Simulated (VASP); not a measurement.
Crystal: MoBr6.

```
Mo Br
1.0
    -4.22343    4.22343    4.18276
     4.22343   -4.22343    4.18276
     4.22343    4.22343   -4.18276
Mo Br
1 6
Direct
  0.00000 0.00000 0.00000
  0.00000 0.70852 0.70852
  0.00000 0.29148 0.29148
  0.71165 0.71165 0.00000
  0.28835 0.28835 0.00000
  0.70852 0.00000 0.70852
  0.29148 0.00000 0.29148
```

The cell was built by a generator and needn't be a form met in nature.

| Quantity | Value |
| --- | --- |
| Program | VASP 6.6.1 |
| Task | relaxation of cell and atoms |
| Functional | PBE |
| Potentials or basis | VASP PAW PBE potentials, release 64 (Mo_sv, Br) |
| Cutoff | 520 eV |
| k mesh | 3 × 3 × 3 |
| Occupations | gaussian, width 0.15 eV |
| Spin | no spin polarisation |

At the start: pressure 1.5 GPa; volume 42.63 Å³/atom.

**Question.** Where does the relaxation end?

**Answer.** Over 5 steps the energy falls by 9.8 meV/atom and the volume is 43.99 Å³/atom (+3.2 %); space group Im-3m (No. 229, to 0.05 Å).

The path:
| step | energy change (eV) | largest force (eV/Å) | pressure (GPa) | volume (Å³) |
| --- | --- | --- | --- | --- |
| 1 | 0.0000 | 0.7782 | 1.47 | 298.44 |
| 2 | -0.0163 | 0.5765 | -1.08 | 315.68 |
| 3 | -0.0648 | 0.1596 | 0.01 | 307.35 |
| 4 | -0.0650 | 0.1492 | 0.07 | 307.17 |
| 5 | -0.0689 | 0.0771 | 0.11 | 307.95 |

Final structure:
```xyz
7
Lattice="-4.2507 4.2507 4.2609 4.2507 -4.2507 4.2609 4.2507 4.2507 -4.2609" Properties=species:S:1:pos:R:3 pbc="T T T"
Mo    0.0000    8.5014    0.0000
Br    1.7722    4.2507    4.2609
Br   -1.7722    4.2507    4.2609
Br    4.2507    4.2507    1.7836
Br    4.2507    4.2507   -1.7836
Br    4.2507    1.7722    4.2609
Br    0.0000    2.4785    0.0000
```
